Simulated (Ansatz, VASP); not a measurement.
# ZrB2 in two plane-wave programs, part 2 of 2

Wanted: the spread between two codes on one cell, functional and k mesh. The structure shown comes from an earlier Ansatz run, which isn't shown and may have moved the atoms alone. Other levels of theory on this material are compared in a session of their own.

VASP 6.6.1 and Ansatz 0.2.0.

So far: Starting point; Ansatz: elastic constants, LDA.

**3. VASP: elastic constants, LDA**

Level of this step: LDA; plane waves and PAW (Zr_sv, B) (VASP).

The same cell, functional (in two slightly different forms), mesh and smearing now go to VASP, with its own data sets.

Lines of VASP's logs that name or quote its potential files are left out, and so is its time.

INCAR reads:

```
SYSTEM = ZrB2
PREC = Accurate
ENCUT = 500
EDIFF = 1E-08
NELM = 120
ISMEAR = 0
SIGMA = 0.1
LREAL = .FALSE.
ALGO = Normal
GGA = CA
NBANDS = 15
LASPH = .TRUE.
LORBIT = 11
LWAVE = .FALSE.
LCHARG = .FALSE.
ISIF = 3
IBRION = 6
NFREE = 2
POTIM = 0.015
NSW = 1
GGA_COMPAT = .FALSE.
KPAR = 2
```

POSCAR reads:

```
ZrB2
1.0
    3.1327089390      0.0000000000      0.0000000000
   -1.5663544695      2.7130055238      0.0000000000
    0.0000000000      0.0000000000      3.4889502552
Zr B
1 2
Direct
    0.0000000000      0.0000000000      0.0000000000
    0.3333333333      0.6666666667      0.5000000000
    0.6666666667      0.3333333333      0.5000000000
```

KPOINTS reads:

```
Automatic mesh
0
Gamma
15 15 12
0 0 0
```

Potentials, in the order of the species: Zr_sv and B (LDA family, release 64).

On the command line:

```bash
$ mpirun -np 2 vasp_std
```

Numbers of over 12 decimals in the logs are rounded to 6 here.

Output:

```text
[banner, memory and clock lines left out]
running    2 mpi-ranks, on    1 nodes
 distrk:  each k-point on    1 cores,    2 groups
 distr:  one band on    1 cores,    1 groups

 POSCAR found type information on POSCAR ZrB
 POSCAR found :  2 types and       3 ions
 LDA part: xc-table for (Slater(with rela. corr.)+CA(PZ))
 , standard interpolation
 POSCAR, INCAR and KPOINTS ok, starting setup
 FFT: planning ... GRIDC
 FFT: planning ... GRID_SOFT
 FFT: planning ... GRID
 WAVECAR not read
 entering main loop
       N       E                     dE             d eps       ncg     rms          rms(c)
DAV:   1     0.999302040740E+02    0.99930E+02   -0.95910E+03  5670   0.117E+03
DAV:   2    -0.260230376613E+02   -0.12595E+03   -0.12116E+03  7126   0.301E+02
DAV:   3    -0.302531057516E+02   -0.42301E+01   -0.42101E+01  9018   0.482E+01
DAV:   4    -0.303247844734E+02   -0.71679E-01   -0.71668E-01  6563   0.583E+00
DAV:   5    -0.303264522978E+02   -0.16678E-02   -0.16678E-02  8827   0.630E-01    0.233E+01
DAV:   6    -0.275333054796E+02    0.27931E+01   -0.65973E+00  7071   0.178E+01    0.945E+00
DAV:   7    -0.274868173643E+02    0.46488E-01   -0.74129E-01  8440   0.541E+00    0.354E+00
DAV:   8    -0.274871590199E+02   -0.34166E-03   -0.10986E-01  6915   0.289E+00    0.496E-01
DAV:   9    -0.274825965931E+02    0.45624E-02   -0.21658E-02  7185   0.118E+00    0.164E-01
DAV:  10    -0.274823591007E+02    0.23749E-03   -0.11632E-03  6586   0.319E-01    0.470E-02
DAV:  11    -0.274823582283E+02    0.87246E-06   -0.58797E-05  7816   0.716E-02    0.147E-02
DAV:  12    -0.274823560124E+02    0.22159E-05   -0.50327E-06  7904   0.160E-02    0.482E-03
DAV:  13    -0.274823558816E+02    0.13077E-06   -0.66705E-07  8334   0.667E-03    0.180E-03
DAV:  14    -0.274823558775E+02    0.40386E-08   -0.43875E-08  6279   0.208E-03
   1 F= -.27482356E+02 E0= -.27481827E+02  d E =-.105723E-02
[... from here on, the cycles between the ionic steps are left out ...]
   2 F= -.27471424E+02 E0= -.27470891E+02  d E =-.106485E-02
   3 F= -.27467889E+02 E0= -.27467380E+02  d E =-.101867E-02
  12 F= -.27476541E+02 E0= -.27475986E+02  d E =-.110994E-02
  13 F= -.27476541E+02 E0= -.27475986E+02  d E =-.110994E-02
  14 F= -.27480768E+02 E0= -.27480240E+02  d E =-.105625E-02
  15 F= -.27480768E+02 E0= -.27480240E+02  d E =-.105625E-02
  16 F= -.27480619E+02 E0= -.27480090E+02  d E =-.105771E-02
  17 F= -.27480619E+02 E0= -.27480090E+02  d E =-.105773E-02
  18 F= -.27480545E+02 E0= -.27480029E+02  d E =-.103174E-02
  19 F= -.27480545E+02 E0= -.27480029E+02  d E =-.103173E-02
  20 F= -.27481153E+02 E0= -.27480615E+02  d E =-.107587E-02
 Finite differences progress:
  Degree of freedom:  10/ 10
  Displacement:        1/  2
  Total:              19/ 20
 bond charge predicted
       N       E                     dE             d eps       ncg     rms          rms(c)
DAV:   1    -0.274828526982E+02   -0.16996E-02   -0.65321E-01  8534   0.454E+00    0.185E-01
DAV:   2    -0.274815033646E+02    0.13493E-02   -0.57987E-03 11250   0.556E-01    0.881E-02
DAV:   3    -0.274811542834E+02    0.34908E-03   -0.87223E-04 11103   0.187E-01    0.191E-02
DAV:   4    -0.274811530716E+02    0.12118E-05   -0.83664E-05 10494   0.730E-02    0.678E-03
DAV:   5    -0.274811531416E+02   -0.70082E-07   -0.12742E-06 11292   0.856E-03    0.283E-03
DAV:   6    -0.274811531412E+02    0.40222E-09   -0.95448E-08 10690   0.293E-03
  21 F= -.27481153E+02 E0= -.27480615E+02  d E =-.107586E-02
 Finite differences progress:
  Degree of freedom:  10/ 10
  Displacement:        2/  2
  Total:              20/ 20
```

OUTCAR, selected parts (step 3):

```text
ion  position               nearest neighbor table
   1  0.000  0.000  0.000-   2 2.51   3 2.51   2 2.51   3 2.51   2 2.51   2 2.51   3 2.51   3 2.51
                             3 2.51   3 2.51   2 2.51   2 2.51
   2  0.333  0.667  0.500-   3 1.81   3 1.81   3 1.81   1 2.51   1 2.51   1 2.51   1 2.51   1 2.51
                             1 2.51
   3  0.667  0.333  0.500-   2 1.81   2 1.81   2 1.81   1 2.51   1 2.51   1 2.51   1 2.51   1 2.51
                             1 2.51

  LATTYP: Found a hexagonal cell.
 ALAT       =     3.1327089390
 C/A-ratio  =     1.1137166980

 Subroutine GETGRP returns: Found 24 space group operations
 (whereof 24 operations were pure point group operations)

The static configuration has the point symmetry D_6h.

 Found    189 irreducible k-points:

   k-points           NKPTS =    189   k-points in BZ     NKDIM =    189   number of bands    NBANDS=     15

   dimension x,y,z NGX =    24 NGY =   24 NGZ =   28
   dimension x,y,z NGXF=    48 NGYF=   48 NGZF=   56

   ENCUT  =  500.0 eV  36.75 Ry    6.06 a.u.   5.71  5.71  6.36*2*pi/ulx,y,z

   NELECT =      18.0000    total number of electrons

 k-points in reciprocal lattice and weights: Automatic mesh
   0.00000000  0.00000000  0.00000000       0.000
   0.06666667  0.00000000  0.00000000       0.002
   0.13333333  0.00000000  0.00000000       0.002
   0.20000000 -0.00000000  0.00000000       0.002
   0.26666667  0.00000000  0.00000000       0.002
   0.33333333  0.00000000  0.00000000       0.002
   0.40000000  0.00000000  0.00000000       0.002
   0.46666667  0.00000000  0.00000000       0.002
   0.06666667  0.06666667  0.00000000       0.002
[...]
14      16.1092      0.00000
    ...

 k-point     2 :       0.0667    0.0000    0.0000
  band No.  band energies     occupation
    ...
      5      -1.7608      2.00000
      6       7.9112      2.00000
      7       8.1768      2.00000
      8       8.2819      2.00000
      9       8.4991      2.00000
     10      14.3493      0.00000
     11      14.5511      0.00000
     12      14.6054      0.00000
     13      14.8010      0.00000
     14      16.4862      0.00000
    ...

 k-point     3 :       0.1333    0.0000    0.0000
  band No.  band energies     occupation
    ...
      5      -1.4916      2.00000
      6       7.2533      2.00000
      7       8.1828      2.00000
      8       8.1982      2.00000
      9       8.5271      2.00000
     10      13.7323      0.00000
     11      14.1856      0.00000
     12      14.4045      0.00000
     13      14.8998      0.00000
     14      17.1362      0.00000
    ...

 k-point     4 :       0.2000   -0.0000    0.0000
  band No.  band energies     occupation
    ...
      5      -1.0662      2.00000
      6       6.3941      2.00000
      7       7.8393      2.00000
      8       8.1543      2.00000
      9       8.7557      2.00000
     10      13.1699      0.00000
     11      13.9631      0.00000
     12      14.3178      0.00000
     13      14.9537      0.00000
     14      17.4332      0.00000
    ...

  Total        0.0965279      0.0965279      0.1087000     -0.0000000      0.0000000      0.0000000
  in kB        5.2155265      5.2155265      5.8731967     -0.0000000      0.0000000      0.0000000
  external PRESSURE =       5.4347499 kB  Pullay stress =       0.0000000 kB

  energy-cutoff  :      500.00
  volume of cell :       29.65
      direct lattice vectors                 reciprocal lattice vectors
     3.132708939  0.000000000  0.000000000     0.319212547  0.184297450  0.000000000
    -1.566354470  2.713005524  0.000000000     0.000000000  0.368594900  0.000000000
     0.000000000  0.000000000  3.488950255     0.000000000  0.000000000  0.286619162

 POSITION                                       TOTAL-FORCE (eV/Angst)
 -----------------------------------------------------------------------------------
      0.00000      0.00000      0.00000         0.000000      0.000000     -0.115695
     -0.00000      1.80867      1.72948         0.000000      0.000000      0.160315
      1.56635      0.90434      1.74448        -0.000000     -0.000000     -0.044620
 -----------------------------------------------------------------------------------
    total drift:                                0.000000      0.000000     -0.000124

  FREE ENERGIE OF THE ION-ELECTRON SYSTEM (eV)
  ---------------------------------------------------
  free  energy   TOTEN  =       -27.4811531412 eV

  energy  without entropy=      -27.4800772767  energy(sigma->0) =      -27.48061521

  SYMMETRIZED ELASTIC MODULI (kBar)
 Direction    XX          YY          ZZ          XY          YZ          ZX
 --------------------------------------------------------------------------------
 XX        6093.1035    580.1337   1381.4522      0.0000     -0.0000      0.0000
 YY         580.1337   6093.1035   1381.4522      0.0000      0.0000      0.0000
 ZZ        1381.4522   1381.4522   4724.5832      0.0000      0.0000     -0.0000
 XY           0.0000      0.0000      0.0000   2756.4849      0.0000      0.0000
 YZ          -0.0000      0.0000      0.0000      0.0000   2791.9383      0.0000
 ZX           0.0000      0.0000      0.0000      0.0000      0.0000   2791.9383
 --------------------------------------------------------------------------------

 Eigenvectors and eigenvalues of the dynamical matrix
 ----------------------------------------------------

   1 f  =   23.845374 THz   149.824906 2PiTHz  795.396073 cm-1    98.616500 meV
             X         Y         Z           dx          dy          dz
      0.000000  0.000000  0.000000     0.000000   -0.000000    0.000000
     -0.000000  1.808670  1.744475     0.707107    0.000004    0.000000
      1.566354  0.904335  1.744475    -0.707107   -0.000004    0.000000

   2 f  =   23.845374 THz   149.824906 2PiTHz  795.396073 cm-1    98.616500 meV
             X         Y         Z           dx          dy          dz
      0.000000  0.000000  0.000000    -0.000000    0.000000   -0.000000
     -0.000000  1.808670  1.744475    -0.000004    0.707107    0.000000
      1.566354  0.904335  1.744475     0.000004   -0.707107   -0.000000

   3 f  =   17.573859 THz   110.419813 2PiTHz  586.200839 cm-1    72.679608 meV
             X         Y         Z           dx          dy          dz
      0.000000  0.000000  0.000000     0.000000   -0.000000    0.000000
     -0.000000  1.808670  1.744475    -0.000000    0.000000   -0.707107
      1.566354  0.904335  1.744475    -0.000000    0.000000    0.707107

   4 f  =   14.689669 THz    92.297911 2PiTHz  489.994609 cm-1    60.751561 meV
             X         Y         Z           dx          dy          dz
      0.000000  0.000000  0.000000     0.000000   -0.000000    0.437913
     -0.000000  1.808670  1.744475    -0.000000    0.000000   -0.635701
      1.566354  0.904335  1.744475    -0.000000    0.000000   -0.635701

   5 f  =   14.050711 THz    88.283221 2PiTHz  468.681269 cm-1    58.109045 meV
             X         Y         Z           dx          dy          dz
      0.000000  0.000000  0.000000     0.437697    0.000003   -0.000000
     -0.000000  1.808670  1.744475    -0.635776   -0.000005    0.000000
      1.566354  0.904335  1.744475    -0.635776   -0.000005    0.000000

   6 f  =   14.050711 THz    88.283221 2PiTHz  468.681269 cm-1    58.109045 meV
             X         Y         Z           dx          dy          dz
      0.000000  0.000000  0.000000     0.000003   -0.437697   -0.000000
     -0.000000  1.808670  1.744475    -0.000005    0.635776    0.000000
      1.566354  0.904335  1.744475    -0.000005    0.635776    0.000000

   7 f/i=    0.000491 THz     0.003086 2PiTHz    0.016384 cm-1     0.002031 meV
             X         Y         Z           dx          dy          dz
      0.000000  0.000000  0.000000    -0.897768    0.049328    0.000000
     -0.000000  1.808670  1.744475    -0.309032    0.016980    0.000000
      1.566354  0.904335  1.744475    -0.309032    0.016980    0.000000

   8 f/i=    0.000491 THz     0.003086 2PiTHz    0.016384 cm-1     0.002031 meV
             X         Y         Z           dx          dy          dz
      0.000000  0.000000  0.000000     0.049328    0.897768    0.000000
     -0.000000  1.808670  1.744475     0.016980    0.309032    0.000000
      1.566354  0.904335  1.744475     0.016980    0.309032    0.000000

   9 f/i=    0.003014 THz     0.018936 2PiTHz    0.100528 cm-1     0.012464 meV
             X         Y         Z           dx          dy          dz
      0.000000  0.000000  0.000000     0.000000   -0.000000    0.899017
     -0.000000  1.808670  1.744475     0.000000   -0.000000    0.309651
      1.566354  0.904335  1.744475     0.000000   -0.000000    0.309651

 ELASTIC MODULI CONTR FROM IONIC RELAXATION (kBar)
 Direction    XX          YY          ZZ          XY          YZ          ZX
 --------------------------------------------------------------------------------
 XX         -10.8083     10.8083      0.0000     -0.0000      0.0000      0.0000
 YY          10.8083    -10.8083      0.0000      0.0000     -0.0000      0.0000
 ZZ           0.0000      0.0000      0.0000      0.0000      0.0000      0.0000
 XY          -0.0000      0.0000      0.0000    -10.8083     -0.0000      0.0000
 YZ           0.0000     -0.0000      0.0000     -0.0000     -0.0000      0.0000
 ZX           0.0000      0.0000      0.0000      0.0000      0.0000      0.0000
 --------------------------------------------------------------------------------

 TOTAL ELASTIC MODULI (kBar)
 Direction    XX          YY          ZZ          XY          YZ          ZX
 --------------------------------------------------------------------------------
 XX        6082.2952    590.9420   1381.4522     -0.0000     -0.0000      0.0000
 YY         590.9420   6082.2952   1381.4522      0.0000      0.0000      0.0000
 ZZ        1381.4522   1381.4522   4724.5832      0.0000      0.0000     -0.0000
 XY          -0.0000      0.0000      0.0000   2745.6766     -0.0000      0.0000
 YZ          -0.0000      0.0000      0.0000     -0.0000   2791.9383      0.0000
 ZX           0.0000      0.0000      0.0000      0.0000      0.0000   2791.9383
 --------------------------------------------------------------------------------

 total charge
# of ion       s       p       d       tot
------------------------------------------
    1        2.178   6.041   1.844  10.063
    2        0.669   1.282   0.000   1.951
    3        0.669   1.282   0.000   1.951
--------------------------------------------------
tot          3.516   8.605   1.844  13.965

[... 2 further parts left out ...]
```

Levels, forces or a CONTCAR printed for this step are those of its last displaced cell, not of the structure at rest.

**4. Comparison**

Known differences besides the potentials themselves: the two LDA forms differ slightly; the cutoff is 420 eV in Ansatz and 500 eV in VASP; VASP's log shows a relativistic correction to its local exchange, Ansatz's none; VASP takes each elastic constant from one size of strain, Ansatz from those that its log lists. Total energies have different zeros and are not compared.

The two programs side by side:

| quantity | Ansatz | VASP | difference |
| --- | --- | --- | --- |
| C11 (GPa) | 607.4 | 608.2 | -0.14 % |
| C22 (GPa) | 607.4 | 608.2 | -0.14 % |
| C33 (GPa) | 471.5 | 472.5 | -0.19 % |
| C12 (GPa) | 58.8 | 59.1 | -0.57 % |
| C13 (GPa) | 137.0 | 138.2 | -0.81 % |
| C23 (GPa) | 137.0 | 138.2 | -0.81 % |
| C44 (GPa) | 278.5 | 279.2 | -0.23 % |
| C55 (GPa) | 278.5 | 279.2 | -0.23 % |
| C66 (GPa) | 274.3 | 274.6 | -0.09 % |

**5. Summary of results**

```json
{"difference in C13 (elastic constants, LDA)": "-0.81 %"}
```

What this shows: The difference in C13 is -0.81 % (elastic constants, LDA), within the 5 % picked in this series as the mark of a large difference. 4 further runs of this series are not shown here. Such differences can come from data sets, numerical settings and the points named under the comparisons, not from the functional's error against experiment.

[Lines on the potential files, build, host, timing and source positions are cut from VASP's logs without a mark.]

[Logs are printed without paths, hosts, clocks, repeated set-up lines and the standing remarks that a program may print on its own settings, such as how far it seeks lower states.]

[Hosts, paths, dates, database ids (printed as entryN), source tags and the programs' standing remarks are cut or masked in the printed files.]
